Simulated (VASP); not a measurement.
```yaml
crystal:
  lattice:
    - [1.28844, -2.23165, 0.00000]
    - [1.28844, 2.23165, 0.00000]
    - [0.00000, 0.00000, 4.26403]
  atoms:
    - { symbol: B, position: [0.66667, 0.33333, 0.50007] }
    - { symbol: B, position: [0.33333, 0.66667, 0.00007] }
    - { symbol: N, position: [0.66667, 0.33333, 0.87493] }
    - { symbol: N, position: [0.33333, 0.66667, 0.37493] }
```

Computed with vdW-DF2, VASP's PBE PAW potentials (set 64) (plane waves; VASP). Run with 520 eV cut-off, 10×10×5 Γ-centred mesh, Gaussian smearing of 0.050 eV, potentials B N.

### Question
What does the run give for the energy per atom (σ→0)?

### Answer

```
Property                        Value
---------------------  --------------
energy per atom (σ→0)  -7.254 eV/atom
```

Total energies compare only between runs with the same potentials, cut-off and functional.

The compound is BN in the wurtzite structure, a metastable high-pressure form. It was relaxed first.
